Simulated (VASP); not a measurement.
Here is the system:

```xyz
6
Lattice="1.6027 -2.7759 0.0000 1.6027 2.7759 0.0000 0.0000 0.0000 12.5455" Properties=species:S:1:pos:R:3 pbc="T T T"
Mo     1.6027     0.9253     3.1364
Mo     1.6027    -0.9253     9.4091
S      1.6027     0.9253    10.9810
S      1.6027    -0.9253     4.7083
S      1.6027    -0.9253     1.5645
S      1.6027     0.9253     7.8372
```

Calculation: r2SCAN+rVV10, VASP's PBE PAW potentials (set 64) (plane waves; VASP). Numerical set-up: 520 eV cut-off, 8×8×2 Γ-centred mesh, Gaussian smearing of 0.050 eV, potentials Mo_sv S.

**Question.** The ions and cell shape at fixed volume are relaxed. Give the cell that the relaxation ends in.

**Answer.** 
```xyz
6
Lattice="1.5919 -2.7572 0.0000 1.5919 2.7572 0.0000 0.0000 0.0000 12.7161" Properties=species:S:1:pos:R:3 pbc="T T T"
Mo     1.5919     0.9191     3.1790
Mo     1.5919    -0.9191     9.5371
S      1.5919     0.9191    11.0918
S      1.5919    -0.9191     4.7337
S      1.5919    -0.9191     1.6243
S      1.5919     0.9191     7.9823
```
Space group P6_3/mmc (194), at a tolerance of 0.03 Å.

**Question.** How much energy does the relaxation gain?

**Answer.** The energy (σ→0) changes by -5.6 meV/atom, in 5 ionic steps.

```csv
step,E(σ→0) (eV),max force (eV/Å),pressure (GPa),volume (Å³)
1,-89.0610,0.472,-4.23,111.63
2,-89.0810,0.007,-2.15,111.63
3,-89.0812,0.035,-2.33,111.63
4,-89.0913,0.013,-1.64,111.63
5,-89.0946,0.009,-0.92,111.63
```

The compound is MoS2 in the 2H layered structure. This cell is one point of a volume scan, at 1.03 of the reference volume. Symmetry was kept, so distortions that lower it aren't found.
